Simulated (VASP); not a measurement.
Output of a VASP run:

**OSZICAR**
```
...
       N       E                     dE             d eps       ncg     rms          rms(c)
DAV:   1    -0.263655743951E+03   -0.18353E-02   -0.17949E-01   348   0.796E-01    0.148E-01
RMM:   2    -0.263656414860E+03   -0.67091E-03   -0.90644E-03   326   0.174E-01    0.563E-02
RMM:   3    -0.263656561865E+03   -0.14701E-03   -0.16665E-03   345   0.719E-02    0.307E-02
RMM:   4    -0.263656569936E+03   -0.80702E-05   -0.22689E-04   333   0.276E-02    0.118E-02
RMM:   5    -0.263656574174E+03   -0.42382E-05   -0.52068E-05   250   0.132E-02
  10 F= -.26365657E+03 E0= -.26365657E+03  d E =-.234515E-01
       N       E                     dE             d eps       ncg     rms          rms(c)
DAV:   1    -0.263662088681E+03   -0.55187E-02   -0.65156E-01   326   0.149E+00    0.237E-01
RMM:   2    -0.263665270551E+03   -0.31819E-02   -0.38339E-02   326   0.348E-01    0.783E-02
RMM:   3    -0.263665984212E+03   -0.71366E-03   -0.69755E-03   344   0.146E-01    0.544E-02
RMM:   4    -0.263666016072E+03   -0.31860E-04   -0.89848E-04   331   0.561E-02    0.242E-02
RMM:   5    -0.263666031145E+03   -0.15073E-04   -0.21610E-04   332   0.274E-02    0.873E-03
RMM:   6    -0.263666034584E+03   -0.34387E-05   -0.49590E-05   243   0.121E-02
  11 F= -.26366603E+03 E0= -.26366603E+03  d E =-.946041E-02
       N       E                     dE             d eps       ncg     rms          rms(c)
DAV:   1    -0.263666209913E+03   -0.17877E-03   -0.29467E-02   372   0.317E-01    0.509E-02
RMM:   2    -0.263666359416E+03   -0.14950E-03   -0.17834E-03   326   0.751E-02    0.168E-02
RMM:   3    -0.263666392587E+03   -0.33171E-04   -0.32778E-04   340   0.316E-02    0.117E-02
RMM:   4    -0.263666393788E+03   -0.12013E-05   -0.43550E-05   239   0.123E-02
  12 F= -.26366639E+03 E0= -.26366639E+03  d E =-.981961E-02
       N       E                     dE             d eps       ncg     rms          rms(c)
DAV:   1    -0.263667981749E+03   -0.15892E-02   -0.10669E-01   326   0.598E-01    0.116E-01
RMM:   2    -0.263668559555E+03   -0.57781E-03   -0.71123E-03   326   0.151E-01    0.388E-02
RMM:   3    -0.263668659948E+03   -0.10039E-03   -0.11015E-03   339   0.600E-02    0.227E-02
RMM:   4    -0.263668661214E+03   -0.12659E-05   -0.14936E-04   329   0.232E-02    0.987E-03
RMM:   5    -0.263668663947E+03   -0.27326E-05   -0.36293E-05   233   0.110E-02
  13 F= -.26366866E+03 E0= -.26366866E+03  d E =-.227016E-02
       N       E                     dE             d eps       ncg     rms          rms(c)
DAV:   1    -0.263668707823E+03   -0.46609E-04   -0.50696E-03   380   0.130E-01    0.255E-02
RMM:   2    -0.263668738473E+03   -0.30650E-04   -0.36230E-04   327   0.340E-02    0.902E-03
RMM:   3    -0.263668743934E+03   -0.54616E-05   -0.57028E-05   250   0.138E-02    0.554E-03
RMM:   4    -0.263668744093E+03   -0.15925E-06   -0.80241E-06   187   0.534E-03
  14 F= -.26366874E+03 E0= -.26366874E+03  d E =-.235031E-02
       N       E                     dE             d eps       ncg     rms          rms(c)
DAV:   1    -0.263669540955E+03   -0.79702E-03   -0.66510E-02   326   0.477E-01    0.894E-02
RMM:   2    -0.263669874924E+03   -0.33397E-03   -0.42028E-03   327   0.116E-01    0.317E-02
RMM:   3    -0.263669946148E+03   -0.71224E-04   -0.73988E-04   348   0.474E-02    0.196E-02
RMM:   4    -0.263669944549E+03    0.15997E-05   -0.83388E-05   294   0.177E-02
  15 F= -.26366994E+03 E0= -.26366994E+03  d E =-.120046E-02
```

OUTCAR:
```
------------------------ aborting loop because EDIFF is reached ----------------------------------------
  FORCE on cell =-STRESS in cart. coord.  units (eV):
  Direction    XX          YY          ZZ          XY          YZ          ZX
  --------------------------------------------------------------------------------------
  Total       15.4564163     15.4503284     15.4364246      0.0205246      0.0026481     -0.0061934
  in kB       16.1887003     16.1823240     16.1677614      0.0214970      0.0027735     -0.0064869
  external PRESSURE =      16.1795952 kB  Pullay stress =       0.0000000 kB
  volume of cell :     1529.70
      direct lattice vectors                 reciprocal lattice vectors
    11.522210422  0.000000000  0.000000000     0.086788903  0.000000000  0.000000000
     0.000000000 11.522210422  0.000000000     0.000000000  0.086788903  0.000000000
     0.000000000  0.000000000 11.522210422     0.000000000  0.000000000  0.086788903
  FREE ENERGIE OF THE ION-ELECTRON SYSTEM (eV)
  ---------------------------------------------------
  free  energy   TOTEN  =      -263.6699445487 eV

  energy  without entropy=     -263.6699438478  energy(sigma->0) =     -263.66994420

 reached required accuracy - stopping structural energy minimisation
```
(Selected blocks of OUTCAR.)

POSCAR:
```
Ga32As33
1
   11.5222104216     0.0000000000     0.0000000000
    0.0000000000    11.5222104216    -0.0000000000
   -0.0000000000    -0.0000000000    11.5222104216
Ga As
32 33
Direct
  0.5000000000   0.0000000000   0.0000000000
  0.7500000000   0.2500000000   0.0000000000
  0.7500000000   0.0000000000   0.2500000000
  0.0000000000   0.0000000000   0.0000000000
  0.2500000000   0.2500000000   0.0000000000
  0.5000000000   0.5000000000   0.0000000000
  0.7500000000   0.7500000000   0.0000000000
  0.2500000000   0.0000000000   0.2500000000
  0.4978500000   0.2461890000   0.2537800000
  0.7500000000   0.5000000000   0.2500000000
  0.5000000000   0.0000000000   0.5000000000
  0.7500000000   0.2500000000   0.5000000000
  0.7500000000   0.0000000000   0.7500000000
  0.0000000000   0.5000000000   0.0000000000
  0.2500000000   0.7500000000   0.0000000000
  0.0000000000   0.2500000000   0.2500000000
  0.2472500000   0.5019850000   0.2510400000
  0.5000000000   0.7500000000   0.2500000000
  0.0000000000   0.0000000000   0.5000000000
  0.2535140000   0.2492940000   0.5004610000
  0.4995300000   0.4975620000   0.5034130000
  0.7500000000   0.7500000000   0.5000000000
  0.2500000000   0.0000000000   0.7500000000
  0.5000000000   0.2500000000   0.7500000000
  0.7500000000   0.5000000000   0.7500000000
  0.0000000000   0.7500000000   0.2500000000
  0.0000000000   0.5000000000   0.5000000000
  0.2500000000   0.7500000000   0.5000000000
  0.0000000000   0.2500000000   0.7500000000
  0.2500000000   0.5000000000   0.7500000000
  0.5000000000   0.7500000000   0.7500000000
  0.0000000000   0.7500000000   0.7500000000
  0.6250000000   0.1250000000   0.1250000000
  0.8750000000   0.3750000000   0.1250000000
  0.8750000000   0.1250000000   0.3750000000
  0.1250000000   0.1250000000   0.1250000000
  0.3740060000   0.3735440000   0.1251170000
  0.6250000000   0.6250000000   0.1250000000
  0.8750000000   0.8750000000   0.1250000000
  0.3712470000   0.1208580000   0.3719240000
  0.6254130000   0.3791350000   0.3785160000
  0.8750000000   0.6250000000   0.3750000000
  0.6250000000   0.1250000000   0.6250000000
  0.8750000000   0.3750000000   0.6250000000
  0.8750000000   0.1250000000   0.8750000000
  0.1250000000   0.6250000000   0.1250000000
  0.3750000000   0.8750000000   0.1250000000
  0.1260410000   0.3729240000   0.3765470000
  0.3759360000   0.6266890000   0.3753570000
  0.6250000000   0.8750000000   0.3750000000
  0.1250000000   0.1250000000   0.6250000000
  0.3760740000   0.3791450000   0.6264650000
  0.6250000000   0.6250000000   0.6250000000
  0.8750000000   0.8750000000   0.6250000000
  0.3750000000   0.1250000000   0.8750000000
  0.6250000000   0.3750000000   0.8750000000
  0.8750000000   0.6250000000   0.8750000000
  0.1250000000   0.8750000000   0.3750000000
  0.1250000000   0.6250000000   0.6250000000
  0.3750000000   0.8750000000   0.6250000000
  0.1250000000   0.3750000000   0.8750000000
  0.3750000000   0.6250000000   0.8750000000
  0.6250000000   0.8750000000   0.8750000000
  0.1250000000   0.8750000000   0.8750000000
  0.3760840000   0.3774530000   0.3753870000
```

Task: Reconstruct the remaining input files.

Result: One answer among several that fit: the input of the run itself, PBE GGA, plane waves, VASP's PBE PAW potentials (set 64).

**KPOINTS**
```
Automatic mesh
0
Gamma
1 1 1
0 0 0
```

### INCAR
```
SYSTEM = Ga32As33
PREC = Normal
ENCUT = 400
EDIFF = 1E-5
NELM = 100
ALGO = Fast
LREAL = Auto
LASPH = .TRUE.
ISMEAR = 0
SIGMA = 0.05
GGA = PE
LMAXMIX = 4
LWAVE = .TRUE.
LCHARG = .FALSE.
NELMIN = 4
ISYM = 0
NELECT = 260.0
IBRION = 2
ISIF = 2
NSW = 60
EDIFFG = -0.03
```

POTCAR, in this order: Ga As (PBE.64 set). Program: vasp_gam.

The cell is charged, with a uniform compensating background. The supercell is sampled at Γ alone, which is coarse: total energies, pressure and levels can be off, energies of defects by several tenths of an eV.

The cell is a supercell with a defect, built from GaAs (zinc blende): As_i, charge +1. The run is not spin-polarised, so no state with unpaired spins was tried.
